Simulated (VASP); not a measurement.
A run of VASP 6.6.1 is set up as follows.

Contents of INCAR:

```
SYSTEM = Al2Pt
PREC = Accurate ; ENCUT = 600
EDIFF = 1E-7 ; ISMEAR = -1
SIGMA = 0.15 ; LREAL = .False.
LASPH = .True. ; NELM = 100
ALGO = Normal ; ISIF = 3
LWAVE = .False. ; LCHARG = .False.
GGA = PS ; IBRION = 2
NSW = 80 ; EDIFFG = -0.001
```

Contents of KPOINTS:

```
Automatic mesh
0
Gamma
  12 12 12
  0 0 0
```

File POSCAR:

```
Al2Pt
1.0
    0.0000000000      2.9482572971      2.9482572971
    2.9482572971      0.0000000000      2.9482572971
    2.9482572971      2.9482572971      0.0000000000
Al Pt
2 1
Direct
    0.2500000000      0.2500000000      0.2500000000
    0.7500000000      0.7500000000      0.7500000000
    0.0000000000      0.0000000000      0.0000000000
```

Potentials or basis: VASP PAW PBE potentials, release 64 (Al, Pt).

Run with:

```sh
$ cat potpaw_PBE.64/Al/POTCAR potpaw_PBE.64/Pt/POTCAR > POTCAR
$ mpirun -np 1 vasp_std > vasp.out
```

(1) Predict the space group after relaxing (to 0.05 Å).

(2) Predict the relaxed cell.

(3) Predict the relaxed volume.

## Answers

(1) Fm-3m (No. 225).

(2) a = 4.170 Å, b = 4.170 Å, c = 4.170 Å, α = 60.00°, β = 60.00°, γ = 60.00°.

(3) 17.09 Å³/atom.

Caveat: the PAW data sets were made with another functional, which shifts forces and pressure a little.
